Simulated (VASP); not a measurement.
Output of a VASP run:

### OUTCAR
```
 ion  position               nearest neighbor table
   1  0.000  0.000  0.000-
  LATTYP: Found a body centered cubic cell.
 ALAT       =     5.6500000000
 Subroutine PRICEL returns:
 Original cell was already a primitive cell.
 Subroutine GETGRP returns: Found 48 space group operations
The static configuration has the point symmetry O_h .
The dynamic configuration has the point symmetry O_h .
 Subroutine INISYM returns: Found 48 space group operations
 Subroutine IBZKPT returns following result:
 Found     29 irreducible k-points:

 Following reciprocal coordinates:
            Coordinates               Weight
  0.000000  0.000000  0.000000      1.000000
  0.125000  0.000000  0.000000     12.000000
  0.250000  0.000000  0.000000     12.000000
  0.375000  0.000000  0.000000     12.000000
  0.500000  0.000000  0.000000      6.000000
  0.125000  0.125000  0.000000     24.000000
  0.250000  0.125000  0.000000     48.000000
  0.375000  0.125000  0.000000     48.000000
  0.250000  0.250000  0.000000     24.000000
  0.375000  0.250000  0.000000     24.000000
  0.125000  0.125000  0.125000      8.000000
  0.250000  0.125000  0.125000     24.000000
  0.375000  0.125000  0.125000     12.000000
 -0.125000  0.125000  0.125000      6.000000
  0.250000  0.250000  0.125000     24.000000
 -0.250000  0.250000  0.125000     24.000000
 -0.375000  0.375000  0.125000     24.000000
 -0.250000  0.375000  0.125000     24.000000
  0.500000  0.500000  0.125000     12.000000
 -0.375000  0.500000  0.125000     48.000000
 -0.375000 -0.375000  0.125000      8.000000
  0.250000  0.250000  0.250000      2.000000
 -0.250000  0.250000  0.250000      6.000000
 -0.375000  0.375000  0.250000     24.000000
  0.500000  0.500000  0.250000     12.000000
 -0.375000  0.500000  0.250000     24.000000
 -0.375000  0.375000  0.375000      6.000000
  0.500000  0.500000  0.375000     12.000000
  0.500000  0.500000  0.500000      1.000000
   k-points           NKPTS =     29   k-points in BZ     NKDIM =     29   number of bands    NBANDS=      8
   number of dos      NEDOS =    301   number of ions     NIONS =      1
   total plane-waves  NPLWV =  32768
   dimension x,y,z NGX =    32 NGY =   32 NGZ =   32
   dimension x,y,z NGXF=    64 NGYF=   64 NGZF=   64
   ions per type =               1
   PREC   = accura    normal or accurate (medium, high low for compatibility)
   ISTART =      0    job   : 0-new  1-cont  2-samecut
   ICHARG =      2    charge: 1-file 2-atom 10-const
   ISPIN  =      1    spin polarized calculation?
   LNONCOLLINEAR =      F non collinear calculations
   LSORBIT =      F    spin-orbit coupling
   INIWAV =      1    electr: 0-lowe 1-rand  2-diag
   ENCUT  =  400.0 eV  29.40 Ry    5.42 a.u.   7.98  7.98  7.98*2*pi/ulx,y,z
   NELM   =    100;   NELMIN=  2; NELMDL= -5     # of ELM steps
   EDIFF  = 0.1E-05   stopping-criterion for ELM
   LREAL  =      F    real-space projection
   NLSPLINE    = F    spline interpolate recip. space projectors
   LMAXMIX     =    4 max onsite mixed and CHGCAR
   VOSKOWN=      0    Vosko Wilk Nusair interpolation
   EDIFFG = -.1E-01   stopping-criterion for IOM
   NSW    =     60    number of steps for IOM
   NBLOCK =      1;   KBLOCK =     60    inner block; outer block
   IBRION =      2    ionic relax: 0-MD 1-quasi-New 2-CG
   NFREE  =      1    steps in history (QN), initial steepest desc. (CG)
   ISIF   =      3    stress and relaxation
   ISYM   =      2    0-nonsym 1-usesym 2-fastsym
   TEIN   =    0.0    initial temperature
   TEBEG  =    0.0;   TEEND  =   0.0 temperature during run
   SMASS  =  -3.00    Nose mass-parameter (am)
   PSTRESS=    0.0 pullay stress
   NELECT =       9.0000    total number of electrons
   EFERMI =   0.00;   METHOD = LEGACY
   ISMEAR =     1;   SIGMA  =   0.10  broadening in eV -4-tet -1-fermi 0-gaus
   IALGO  =     38    algorithm
   LDIAG  =      T    sub-space diagonalisation (order eigenvalues)
...
```

OSZICAR:
```
...
DAV:  28    -0.139102045949E+02    0.27722E-03   -0.21157E-04   464   0.123E-01    0.697E-02
DAV:  29    -0.139101541187E+02    0.50476E-04   -0.18514E-04   464   0.160E-01    0.445E-02
DAV:  30    -0.139101790397E+02   -0.24921E-04   -0.64057E-05   576   0.101E-01    0.277E-02
DAV:  31    -0.139101899266E+02   -0.10887E-04   -0.35692E-06   536   0.257E-02    0.236E-02
DAV:  32    -0.139102505648E+02   -0.60638E-04   -0.38116E-05   464   0.768E-02    0.127E-02
DAV:  33    -0.139102722103E+02   -0.21645E-04   -0.17506E-05   464   0.646E-02    0.667E-03
DAV:  34    -0.139102716578E+02    0.55246E-06   -0.14227E-06   512   0.130E-02
   1 F= -.13910272E+02 E0= -.13909896E+02  d E =-.139103E+02
       N       E                     dE             d eps       ncg     rms          rms(c)
DAV:   1    -0.139187461404E+02   -0.84739E-02   -0.21298E-01   464   0.355E+00    0.414E-01
DAV:   2    -0.139127841202E+02    0.59620E-02   -0.16224E-02   464   0.108E+00    0.208E-01
DAV:   3    -0.139080312823E+02    0.47528E-02   -0.10227E-02   464   0.123E+00    0.160E-02
DAV:   4    -0.139111881359E+02   -0.31569E-02   -0.57175E-03   464   0.111E+00    0.286E-02
DAV:   5    -0.139113041696E+02   -0.11603E-03   -0.53293E-04   464   0.294E-01    0.154E-02
DAV:   6    -0.139111974044E+02    0.10677E-03   -0.26426E-04   464   0.212E-01    0.126E-02
DAV:   7    -0.139112261346E+02   -0.28730E-04   -0.40936E-04   464   0.219E-01    0.796E-03
DAV:   8    -0.139112925551E+02   -0.66420E-04   -0.99613E-05   464   0.118E-01    0.537E-03
DAV:   9    -0.139112848401E+02    0.77150E-05   -0.15159E-05   544   0.458E-02    0.222E-03
DAV:  10    -0.139113080449E+02   -0.23205E-04   -0.93310E-06   464   0.429E-02    0.750E-04
DAV:  11    -0.139113013418E+02    0.67031E-05   -0.27175E-06   464   0.202E-02    0.296E-04
DAV:  12    -0.139113046578E+02   -0.33160E-05   -0.12841E-06   464   0.127E-02    0.126E-04
DAV:  13    -0.139113028724E+02    0.17854E-05   -0.30323E-07   496   0.647E-03    0.958E-05
DAV:  14    -0.139113040452E+02   -0.11728E-05   -0.49009E-08   256   0.288E-03    0.303E-05
DAV:  15    -0.139113036623E+02    0.38288E-06   -0.13426E-08   256   0.128E-03
   2 F= -.13911304E+02 E0= -.13910932E+02  d E =-.103200E-02
       N       E                     dE             d eps       ncg     rms          rms(c)
DAV:   1    -0.139753196707E+02   -0.64016E-01   -0.18301E+00   464   0.104E+01    0.121E+00
DAV:   2    -0.139274126482E+02    0.47907E-01   -0.13945E-01   464   0.310E+00    0.612E-01
DAV:   3    -0.139025750671E+02    0.24838E-01   -0.75227E-02   464   0.297E+00    0.495E-02
DAV:   4    -0.139137153621E+02   -0.11140E-01   -0.34766E-02   464   0.256E+00    0.871E-02
DAV:   5    -0.139124909867E+02    0.12244E-02   -0.37318E-03   464   0.657E-01    0.494E-02
DAV:   6    -0.139130900239E+02   -0.59904E-03   -0.20682E-03   464   0.552E-01    0.392E-02
DAV:   7    -0.139120620926E+02    0.10279E-02   -0.43681E-03   464   0.691E-01    0.254E-02
DAV:   8    -0.139125330539E+02   -0.47096E-03   -0.51847E-04   464   0.249E-01    0.169E-02
DAV:   9    -0.139126049646E+02   -0.71911E-04   -0.25797E-04   536   0.193E-01    0.589E-03
DAV:  10    -0.139126909499E+02   -0.85985E-04   -0.98898E-05   464   0.138E-01    0.149E-03
DAV:  11    -0.139126979612E+02   -0.70113E-05   -0.57652E-05   464   0.881E-02    0.948E-04
DAV:  12    -0.139126826236E+02    0.15338E-04   -0.25442E-05   464   0.594E-02    0.473E-04
DAV:  13    -0.139126819344E+02    0.68921E-06   -0.18090E-06   536   0.166E-02
   3 F= -.13912682E+02 E0= -.13912322E+02  d E =-.241028E-02
```

### OUTCAR
```
------------------------ aborting loop because EDIFF is reached ----------------------------------------
  FORCE on cell =-STRESS in cart. coord.  units (eV):
  Direction    XX          YY          ZZ          XY          YZ          ZX
  --------------------------------------------------------------------------------------
  Total        0.0046444      0.0046444      0.0046444      0.0000000     -0.0000000      0.0000000
  in kB        0.0783827      0.0783827      0.0783827      0.0000000     -0.0000000      0.0000000
  external PRESSURE =       0.0783827 kB  Pullay stress =       0.0000000 kB
  volume of cell :       94.93
      direct lattice vectors                 reciprocal lattice vectors
    -2.873788559  2.873788559  2.873788559     0.000000000  0.173986356  0.173986356
     2.873788559 -2.873788559  2.873788559     0.173986356  0.000000000  0.173986356
     2.873788559  2.873788559 -2.873788559     0.173986356  0.173986356  0.000000000
 POSITION                                       TOTAL-FORCE (eV/Angst)
 -----------------------------------------------------------------------------------
     -0.00000      0.00000      0.00000         0.000000     -0.000000     -0.000000
 -----------------------------------------------------------------------------------
    total drift:                                0.000000      0.000000     -0.000000
  FREE ENERGIE OF THE ION-ELECTRON SYSTEM (eV)
  ---------------------------------------------------
  free  energy   TOTEN  =       -13.9126819344 eV

  energy  without entropy=      -13.9116024185  energy(sigma->0) =      -13.91232210

 reached required accuracy - stopping structural energy minimisation
```
(Selected blocks of OUTCAR.)

File POSCAR:
```
Rb
1
   -2.8250000000     2.8250000000     2.8250000000
    2.8250000000    -2.8250000000     2.8250000000
    2.8250000000     2.8250000000    -2.8250000000
Rb
1
Direct
  0.0000000000   0.0000000000   0.0000000000
```

Reconstruct the remaining input files.

One answer among several that fit: the input of the run itself, r2SCAN meta-GGA, plane waves, VASP's PBE PAW potentials (set 64).

File KPOINTS:
```
Automatic mesh
0
Gamma
8 8 8
0 0 0
```

**INCAR**
```
SYSTEM=Rb
PREC=Accurate; ENCUT=400; LREAL=F
LASPH=T
EDIFF=1E-6; NELM=100; ALGO=Normal
LMAXMIX=4; LMIXTAU=T
ISMEAR=1; SIGMA=0.1
METAGGA=R2SCAN
IBRION=2; NSW=60; ISIF=3
EDIFFG=-0.01
LWAVE=F; LCHARG=F
```

POTCAR, in this order: Rb_sv (PBE.64 set). Program: vasp_std.

Energy and stress use the plane-wave basis of the starting cell.

The compound is Rb in the bcc structure. This run relaxes it. Symmetry was kept, so distortions that lower it aren't found.
